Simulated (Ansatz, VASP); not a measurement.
# Cross-check of PtS2 (PtS2 (P-3m1)) between VASP and Ansatz

One calculation is typed for both programs; each brings its own data sets. How far apart do they land? The cell is taken from a series of runs on this material, whose earlier steps may have relaxed, scaled, displaced or heated it; both programs get it as it stands.

Calculated with Ansatz 0.2.0; plane waves, with VASP 6.6.1 beside it; relaxation of cell and atoms at r2SCAN.

### Step 1. Set-up

The structure is trigonal, space group P-3m1 (No. 164). Conventional cell: a = 3.549 Å, b = 3.549 Å, c = 5.597 Å, α = 90.00°, β = 90.00°, γ = 120.00°. Pt has 6 S at 2.39 Å nearest. S has 3 Pt at 2.39 Å nearest. Farther neighbours and most contacts between anions are not listed.

### Step 2. Ansatz: relaxation of cell and atoms, r2SCAN

Ansatz runs on its PAW soft_1 files.

The relaxed volume is the usual yardstick between codes: in a stiff, nearly cubic crystal its relative difference is about their pressure difference at one cell divided by the bulk modulus.

The input, input.yaml:

```yaml
crystal:
  lattice:
    - [3.5487422, 0.0, 0.0]
    - [-1.7743711, 3.0733009, 0.0]
    - [0.0, 0.0, 5.5970665]
  atoms:
    - { symbol: Pt, position: [0.0, 0.0, 0.0] }
    - { symbol: S, position: [0.66666667, 0.33333333, 0.77966406] }
    - { symbol: S, position: [0.33333333, 0.66666667, 0.22033594] }
basis:
  ecutwfc: 500
  xc_grid: 2
hamiltonian:
  xc: r2scan
  pseudopotentials: { kind: paw, azcp: { folder: soft_1 } }
kpoints:
  mp_grid: { grid: [9, 9, 5] }
scf:
  occupations: { method: fermi_dirac, width: 0.01 }
  max_iter: 150
output:
  forces: true
  stress: true
relax:
  f_tol: 0.01
  max_steps: 60
  cell: {}
checkpoint:
  write: "../r2scan.run"
  compress: false
  write_wavefunctions: false
  write_every: 100000
```

Launch:

```
$ ansatz run input.yaml --threads 4 --pin off --max-ram 6594MiB --backend cpu --events-out ev --progress --plain --runs-dir out
```

Numbers of over 12 decimals in the logs are rounded to 6 here.

The log of the run:

```text
Engine: ansatz 0.2.0, x86_64-unknown-linux-gnu
Pseudopotentials: kind: paw
Pseudopotential: Pt, paw, valence charge 18, recommended cutoff 500 eV (meta_gga), soft_1/Pt.paw.azcp
Pseudopotential: S, paw, valence charge 6, recommended cutoff 500 eV (meta_gga), soft_1/S.paw.azcp
Functional definition: r2SCAN
  parameter k0 = 0.174
  parameter k1 = 0.065
  parameter a1 = 4.9479
  exchange = r2scan_x(k0 = k0, k1 = k1, a1 = a1)
  correlation = r2scan_c
Crystal: 3 atoms, lattice volume = 61.044 Å³
Basis set: ecut = 500 eV, 1557 PW (Γ), exchange–correlation on 54×54×90 points (8 copies of the dense FFT grid, shifted against one another)
Bands: 19, of which v1, the nominal top of the filled ones, is band 15 counted from 1 (14 counted from 0)
Symmetry: 12 space group operations
Space group: P-3m1 (ITA 164), of the structure as read, at distance tolerance 3.9e-5 Å
k-points: 50 of 405
Non-local potential: Pt, projectors of the file, l = 0: 3, l = 1: 2, l = 2: 2, l = 3: 1
Non-local potential: S, projectors of the file, l = 0: 2, l = 1: 2, l = 2: 1
PAW form: soft (Blöchl's): semilocal exchange-correlation on the pseudo side does not see the compensation charge
PAW frozen core: Pt, regenerated for the run's functional (the file was generated under x = pbe(κ = 0.804, μ = 0.219515), c = pbe(β = 0.066725))
PAW frozen core: S, regenerated for the run's functional (the file was generated under x = pbe(κ = 0.804, μ = 0.219515), c = pbe(β = 0.066725))
PAW one-centre angular grid: Pt, 590 points (default); XC on 160 Gauss nodes
PAW one-centre angular grid: S, 302 points (default); XC on 160 Gauss nodes
Initial density: superposition of atomic densities (chi_scale 0.1, normalization cell, long waves kept (reshape's long-wave potential 0.03 eV rms))
Initial wavefunctions: pseudopotential atomic-orbital guess
Functional: x = r2scan, c = r2scan; τ floored in thin density (d = 2e-4 eV/Å³)
SCF iter   1: F=—  HF=-14351.402967 eV  |F-HF|=—  |Δ(HF+E_count)|=         —  Δρ=6.75e-2  dr2=2.11e0  dr2_τ=2.07e-1  ethr=3.10e-3  ⟨swp⟩=6.7  Hψ=5427  notcnv=0
preconditioner: auto → Resta (q_TF=auto, 2.424 Å⁻¹)  ε∞=6.0  [insulator: Δε(μ)=1.517 eV  Ē_g=9.986 eV  σ=0.010 eV  W_gap=1.00  n_scr=22 (ndim 8)  ℏωp=22.3 eV  f_vac=0.034  D(μ)=0.00/eV (n_scr^D=0)  ε∞_Penn≈6.0]
SCF iter   2: F=—  HF=-14351.199395 eV  |F-HF|=—  |Δ(HF+E_count)|=   2.04e-1  Δρ=2.72e-2  dr2=2.02e-1  dr2_τ=1.30e-1  ethr=3.10e-3  ⟨swp⟩=3.3  Hψ=2196  notcnv=0
SCF iter   3: F=—  HF=-14351.217528 eV  |F-HF|=—  |Δ(HF+E_count)|=   1.81e-2  Δρ=1.59e-2  dr2=6.00e-2  dr2_τ=4.04e-3  ethr=6.72e-4  ⟨swp⟩=2.0  Hψ=1206  notcnv=0
SCF iter   4: F=—  HF=-14351.230652 eV  |F-HF|=—  |Δ(HF+E_count)|=   1.31e-2  Δρ=1.36e-3  dr2=1.14e-3  dr2_τ=6.78e-5  ethr=2.00e-4  ⟨swp⟩=3.0  Hψ=1616  notcnv=0
SCF iter   5: F=—  HF=-14351.231061 eV  |F-HF|=—  |Δ(HF+E_count)|=   4.09e-4  Δρ=3.32e-4  dr2=1.44e-4  dr2_τ=1.39e-5  ethr=3.81e-6  ⟨swp⟩=2.0  Hψ=1666  notcnv=0
SCF iter   6: F=—  HF=-14351.231067 eV  |F-HF|=—  |Δ(HF+E_count)|=   5.70e-6  Δρ=1.30e-4  dr2=1.96e-5  dr2_τ=9.59e-7  ethr=4.81e-7  ⟨swp⟩=2.5  Hψ=1322  notcnv=0
SCF iter   7: F=—  HF=-14351.231071 eV  |F-HF|=—  |Δ(HF+E_count)|=   4.34e-6  Δρ=2.43e-5  dr2=5.61e-7  dr2_τ=3.84e-8  ethr=6.53e-8  ⟨swp⟩=2.0  Hψ=1314  notcnv=0
SCF iter   8: F=-14351.231071 eV  HF=-14351.231071 eV  |F-HF|=1.14e-8  |Δ(HF+E_count)|=   1.69e-9  Δρ=6.51e-6  dr2=3.65e-8  dr2_τ=2.37e-9  ethr=3.33e-10  ⟨swp⟩=5.1  Hψ=3739  notcnv=0
SCF 1 converged in 8 iterations: F = -14351.231071 eV  dr2 = 3.65e-8
  greatest PAW one-centre occupation: 1.000 electrons in one spin orbital (limit 2), on the Pt atom at site 0 (counted from 0), in its partial waves of l = 0
relax step   1: F+E_penalty+E_count = -14351.23107128 eV  Δ(F+E_penalty+E_count) = +0.000e0 eV  max|allowed force component| = 1.478e-3 eV/Å  Δτ_max = 0.0000 Å  P = -0.002 GPa  Ω = 61.044 Å³  (8 SCF iters, dr2 threshold 1.00e-7 eV, accepted)
Initial density: handed on by an earlier stage of this run
Initial wavefunctions: pseudopotential atomic-orbital guess (no wavefunctions were taken with the density)
iter 1 solved again at ethr=8.54e-7 eV; its pass at ethr=3.10e-3 eV (dr2=2.56e-4 eV) is discarded
SCF iter   1: F=—  HF=-14351.231068 eV  |F-HF|=—  |Δ(HF+E_count)|=         —  Δρ=7.55e-6  dr2=5.05e-8  dr2_τ=2.73e-9  ethr=8.54e-7  ⟨swp⟩=3.0  Hψ=8306  notcnv=0
eigensolver tolerance schedule: the retry pair's looser diagonalisation over-reported the residual by 5069.14 of it (diagonalisation noise at an unbounded share of the residual, at the tolerance the schedule requests for it); recorded, not acted on — ethr = c·dr2/N_el stays at c = 1.0e-1
preconditioner: auto → Resta (q_TF=auto, 2.424 Å⁻¹)  ε∞=5.9  [insulator: Δε(μ)=1.416 eV  Ē_g=10.069 eV  σ=0.010 eV  W_gap=1.00  n_scr=22 (ndim 8)  ℏωp=22.3 eV  f_vac=0.070  D(μ)=0.00/eV (n_scr^D=0)  ε∞_Penn≈5.9]
SCF iter   2: F=—  HF=-14351.231071 eV  |F-HF|=—  |Δ(HF+E_count)|=   2.88e-6  Δρ=3.03e-6  dr2=6.26e-9  dr2_τ=4.64e-10  ethr=1.68e-10  ⟨swp⟩=3.3  Hψ=2180  notcnv=0
SCF iter   3: F=—  HF=-14351.231071 eV  |F-HF|=—  |Δ(HF+E_count)|=   2.61e-9  Δρ=1.47e-6  dr2=1.80e-9  dr2_τ=7.42e-11  ethr=2.09e-11  ⟨swp⟩=1.7  Hψ=1175  notcnv=0
SCF iter   4: F=—  HF=-14351.231071 eV  |F-HF|=—  |Δ(HF+E_count)|=   1.33e-9  Δρ=3.94e-7  dr2=2.47e-10  dr2_τ=2.86e-11  ethr=5.99e-12  ⟨swp⟩=2.1  Hψ=1362  notcnv=0
SCF iter   5: F=—  HF=-14351.231071 eV  |F-HF|=—  |Δ(HF+E_count)|=  1.82e-12  Δρ=2.28e-7  dr2=3.90e-11  dr2_τ=7.22e-12  ethr=1.00e-12  ⟨swp⟩=2.6  Hψ=1408  notcnv=0
SCF iter   6: F=-14351.231071 eV  HF=-14351.231071 eV  |F-HF|=7.28e-12  |Δ(HF+E_count)|=  1.82e-12  Δρ=5.26e-8  dr2=2.40e-12  dr2_τ=5.56e-14  ethr=1.00e-12  ⟨swp⟩=6.5  Hψ=4478  notcnv=0
SCF 2 converged in 6 iterations: F = -14351.231071 eV  dr2 = 2.40e-12
relax step   2: F+E_penalty+E_count = -14351.23107129 eV  Δ(F+E_penalty+E_count) = -1.380e-8 eV  max|allowed force component| = 1.337e-3 eV/Å  Δτ_max = 0.0000 Å  P = -0.002 GPa  Ω = 61.044 Å³  stress off target by 2.20e-2 GPa  SCF on the basis re-selected at this cell (its energy is not comparable with the rows above)  (6 SCF iters)
basis re-selected at this cell: Δ(F+E_penalty+E_count) = -1.380e-8 eV, ΔP = +0.000 GPa vs the last step (what re-selecting the basis moved, of the pressure what is left beyond the Pulay correction that the steps carried, after the strain that the cell walked since its last selection, with what the two solves' SCF thresholds leave and, on support functions, any second-order correction that the steps lacked; it is no m [...]
SCF converged after 6 iterations
Free energy (F): -14351.231071 eV
Harris-Foulkes:  -14351.231071 eV  (|F-HF|=7.28e-12)
Internal energy: -14351.231071 eV  (E = F + TS)
E sigma→0 (E₀):  -14351.231071 eV
Fermi energy:    9.310001 eV
--- Per-component energies (eV) ---
  E_band       = -390.819657
  E_kinetic    = 805.239266
  E_local      = -3477.733626  (includes V_loc(G=0)·N_el)
  E_nonlocal   = 272.539453
  E_hartree    = 1404.339709
  E_xc         = -387.741323
  E_vxc        = -477.561378  (∫ρ·V_xc dr)
  E_paw        = -10743.206312  (= ΣΔE_a)
  E_vpaw       = -350.449754  (= ΣTr[D̂ρ^β])
  E_aug_tail   = 0.000771  (compensation charges beyond the density's cutoff)
  E_vtau       = 28.466233  (kinetic-family band-sum trace: ∫τ·v_τ [+ j·A + Jᵃ·Aᵃ] dr)
  E_ewald      = -2224.217859
  E_core_change = -0.451150  (= ΣΔE_core)
  E_smearing   = -0.000000  (= −TS)
  E_closure    = 0.000000  (closes the sum)
  Σ components = -14351.231071   (vs F -14351.231071, Δ=0.00e0)
--- Forces (eV/Å), atoms counted from 1 ---
  atom   1  Pt     0.00000000     0.00000000     0.00000000
  atom   2  S      0.00000000     0.00000000     0.00133651
  atom   3  S     -0.00000000    -0.00000000    -0.00133651
  max |Σ_I F_I| component: 4.63e-18 eV/Å
--- Stress (GPa, compression-positive) ---
       -0.013777       0.000000       0.000000
        0.000000      -0.013777      -0.000000
        0.000000      -0.000000       0.022037
  P = ⅓ Tr σ = -0.0018 GPa (-0.018 kbar)
--- Relaxed structure (1 steps of the walk, 1 accepted, 1 SCFs on fresh bases) ---
  F+E_penalty+E_count = -14351.23107129 eV   max|allowed force component| = 1.337e-3 eV/Å   (the final SCF, on the basis selected at the relaxed cell)
  cell:  # Å, volume = 61.0436 Å³
    - [3.548742, 0.0, 0.0]
    - [-1.774371, 3.073301, 0.0]
    - [0.0, 0.0, 5.5970665]
  atoms:
    - { symbol: Pt, position: [0.0, 0.0, 0.0] }
    - { symbol: S, position: [0.666667, 0.333333, 0.779664] }
    - { symbol: S, position: [0.333333, 0.666667, 0.220336] }
```

In the SCF lines HF is the Harris–Foulkes energy and dr2 the Hartree energy of the density residual, in eV; the loop may stop once dr2 is under the threshold and the program's other checks hold. Hψ counts applications of the Hamiltonian.

(Part 1 of 2 ends here.)

[Lines on the potential files, build, host, timing and source positions are cut from VASP's logs without a mark.]

[Logs are printed without paths, hosts, clocks, repeated set-up lines and the standing remarks that a program may print on its own settings, such as how far it seeks lower states.]

[Hosts, paths, dates, database ids (printed as entryN), source tags and the programs' standing remarks are cut or masked in the printed files.]
